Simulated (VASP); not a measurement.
```yaml
crystal:
  lattice:
    - [0.00000, 2.02096, 2.02096]
    - [2.02096, 0.00000, 2.02096]
    - [2.02096, 2.02096, 0.00000]
  atoms:
    - { symbol: Al, position: [0.00000, 0.00000, 0.00000] }
```

The numbers are results of PW91 GGA, VASP's PBE PAW potentials (set 64) (plane waves; VASP), not measurements. Run with 520 eV cut-off, Gaussian smearing of 0.050 eV, potentials Al.

Q: Give the energies of bands 1 to 4 at the high-symmetry points, in eV from the Fermi level.

A: 
```json
[
 {"band": "1", "Γ": "-11.15", "X": "-2.96", "U": "-1.92", "L": "-4.61", "W": "-0.88"},
 {"band": "2", "Γ": "12.57", "X": "-1.62", "U": "-1.38", "L": "-4.42", "W": "-0.88"},
 {"band": "3", "Γ": "12.57", "X": "5.22", "U": "-0.43", "L": "11.32", "W": "0.17"},
 {"band": "4", "Γ": "12.57", "X": "5.54", "U": "6.51", "L": "11.33", "W": "1.04"}
]
```

It has no gap at this level: it comes out as a metal or semimetal.

The compound is Al in the fcc structure. It was relaxed first.
